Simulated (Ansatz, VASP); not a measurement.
# One calculation of SiTe3, two programs

```xyz
8
Lattice="8.3621 0.0000 0.0000 -4.1811 7.2418 0.0000 0.0000 0.0000 3.8191" Properties=species:S:1:pos:R:3 pbc="T T T"
Si    4.1811    2.4139    0.9548
Si    0.0000    4.8279    2.8643
Te    2.3652    1.3656    2.8643
Te    5.9969    1.3656    2.8643
Te    4.1811    4.5107    2.8643
Te    1.8158    5.8762    0.9548
Te   -1.8158    5.8762    0.9548
Te    0.0000    2.7311    0.9548
```

Change from the starting cell: species swapped into the Ag3Au type (P6_3/mmc, No. 194).

Alike in both runs: functional PBE; k mesh 3 × 3 × 4; occupations gaussian, width 0.1 eV; no spin polarisation.

Ansatz relaxed the structure, and its values are those at the end. VASP's run is a single point on that final structure, the one shown.

|  | VASP | Ansatz |
| --- | --- | --- |
| version | VASP 6.6.1 | Ansatz 0.2.0 |
| potentials or method | VASP PAW PBE potentials, release 64 (Si, Te) | scalar-relativistic, plane waves, PAW |
| plane-wave cutoff (eV) | 520 | 420 |
| valence electrons in the cell | 44 | 104 |

|  | VASP | Ansatz | Ansatz less VASP |
| --- | --- | --- | --- |
| gap on the k mesh at the Fermi level (eV) | none | none | - |
| pressure (GPa) | -0.1 | -0.1 | +0.02 |
| rms of the force components (eV/Å) | 0.008 | 0.005 | -0.0027 |

A gap of «none» marks a metal or a gap that the smearing closes. The functional is the same, so the differences come from potentials, cutoffs and numerics. The two sets of potentials don't hold the same shells in valence.

Caveats: the k mesh is coarse (spacing up to 0.41 Å⁻¹), so the values aren't converged. The runs have no spin-orbit coupling, so splittings on Te are missing.
